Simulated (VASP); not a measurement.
Consider the following.

```
CELL_PARAMETERS angstrom
      2.21706    -3.84007     0.00000
      2.21706     3.84007     0.00000
      0.00000     0.00000     4.94275
ATOMIC_POSITIONS crystal
  Se 0.00000 0.21885 0.66667
  Se 0.78115 0.78115 0.00000
  Se 0.21885 0.00000 0.33333
```

These are PBE GGA, VASP's PBE PAW potentials (set 64) (plane waves; VASP) values and carry that method's errors. Settings: 520 eV cut-off, 7×7×5 Γ-centred mesh, Gaussian smearing of 0.050 eV, potentials Se.

Without a dispersion term in the relaxation, distances and binding between the weakly bound layers, chains or molecules are unreliable, and so is what depends on them.

Q: The ions and cell shape at fixed volume are relaxed. Which structure does the run end with?

A: 
```
CELL_PARAMETERS angstrom
      2.18831    -3.79027     0.00000
      2.18831     3.79027     0.00000
      0.00000     0.00000     5.07347
ATOMIC_POSITIONS crystal
  Se 0.00000 0.22706 0.66667
  Se 0.77294 0.77294 0.00000
  Se 0.22706 0.00000 0.33333
```
Space group P3_121 (152), at a tolerance of 0.03 Å.

Q: How much energy does the relaxation gain?

A: The energy (σ→0) changes by -15.8 meV/atom, in 6 ionic steps.

The compound is Se in the trig structure. This cell is one point of a volume scan, at 0.94 of the reference volume. Symmetry was kept, so distortions that lower it aren't found.
